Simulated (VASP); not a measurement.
# Sn2Ge3: relaxation of cell and atoms with PBE

The system is Sn2Ge3.

```xyz
5
Lattice="2.3074 -2.9710 0.0000 2.3074 2.9710 0.0000 0.0000 0.0000 9.7589" Properties=species:S:1:pos:R:3 pbc="T T T"
Sn    2.3074    0.0000    0.0000
Sn    0.0000    0.0000    4.8794
Ge    2.3074    0.0000    2.9210
Ge    2.3074    0.0000    6.8379
Ge    0.0000    0.0000    0.0000
```

The cell was built by a generator and needn't be a form met in nature.

```yaml
Program: VASP 6.6.1
Task: relaxation of cell and atoms
Functional: PBE
Potentials_or_basis: VASP PAW PBE potentials, release 64 (Sn_d, Ge_d)
Cutoff: 520 eV
k_mesh: 5 × 5 × 2
Occupations: gaussian, width 0.15 eV
Spin: no spin polarisation
Further_INCAR_settings: PREC = Normal; ALGO = Fast; EDIFF = 0.0001; IBRION = 2; EDIFFG = -0.08; NSW = 24; ISIF = 3
```

The relaxed volume is 26.03 Å³/atom and the relaxed cell is a = 3.840 Å, b = 3.840 Å, c = 8.825 Å, α = 90.00°, β = 90.00°, γ = 90.30°. The space group after relaxing (to 0.05 Å) is P4/mmm (No. 123). The energy gained by relaxing is 387.8 meV/atom and the ionic steps are 22. The pressure after relaxing is -0.3 GPa. The largest force after relaxing is 0.004 eV/Å and the band gap on the k mesh is none (metal or under the smearing width).

Forces in eV/Å, atoms in the order of the input:
```
Sn   0.000  0.000  0.000
Sn   0.000  0.000  0.000
Ge   0.000  0.000 -0.004
Ge   0.000  0.000  0.004
Ge   0.000  0.000  0.000
```

Stress tensor (GPa, compression positive):
```
-0.11  0.00  0.00
 0.00 -0.41  0.00
 0.00  0.00 -0.45
```

Step by step:
```csv
step,energy change (eV),largest force (eV/Å),pressure (GPa),volume (Å³)
1,0.0000,0.5568,5.11,133.80
2,-1.4599,0.5610,-4.45,148.68
3,-1.4513,0.6120,-3.68,147.03
4,-1.4581,0.5633,-3.82,147.76
5,-1.7773,0.6987,-1.12,134.89
6,-1.7948,0.7293,-0.75,132.47
7,-1.7745,0.8479,1.70,127.69
8,-1.7967,0.7904,-0.32,131.25
9,-1.8613,0.5678,0.29,128.97
10,-1.8868,0.3102,1.69,126.29
11,-1.9229,0.1430,0.30,128.02
12,-1.9316,0.0655,-0.09,128.84
13,-1.9343,0.0356,-0.69,130.49
14,-1.9350,0.0422,0.40,129.60
15,-1.9352,0.0385,-0.25,130.08
16,-1.9353,0.0333,0.67,129.84
17,-1.9353,0.0275,-0.87,130.00
18,-1.9353,0.0229,0.16,129.92
19,-1.9380,0.0304,-0.38,130.05
20,-1.9388,0.0426,-0.38,130.12
21,-1.9385,0.0709,-0.53,130.25
22,-1.9389,0.0039,-0.32,130.15
```

Final structure:
```
Sn Ge
1.0
     2.70840   -2.72264    0.00000
     2.70840    2.72264    0.00000
     0.00000    0.00000    8.82471
Sn Ge
2 3
Cartesian
  2.7084 0.0000 0.0000
  0.0000 0.0000 4.4124
  2.7084 0.0000 2.8671
  2.7084 0.0000 5.9576
  0.0000 0.0000 0.0000
```

Levels at points of the mesh, in eV from the Fermi level:
```tsv
k point	band 32	band 33	band 34	band 35	band 36	band 37	band 38	band 39
(0.00, 0.00, 0.00)	-1.53	-1.46	-0.22	-0.17	0.20	1.12	2.06	2.08
(0.00, 0.00, 0.50)	-1.45	-1.38	-0.44	-0.39	1.61	1.86	2.39	2.41
```

It took 8.5 min on 1 thread of Intel(R) Xeon(R) Platinum 8375C CPU @ 2.90GHz (Ice Lake), with other jobs on the host, peak memory 0.23 GiB.
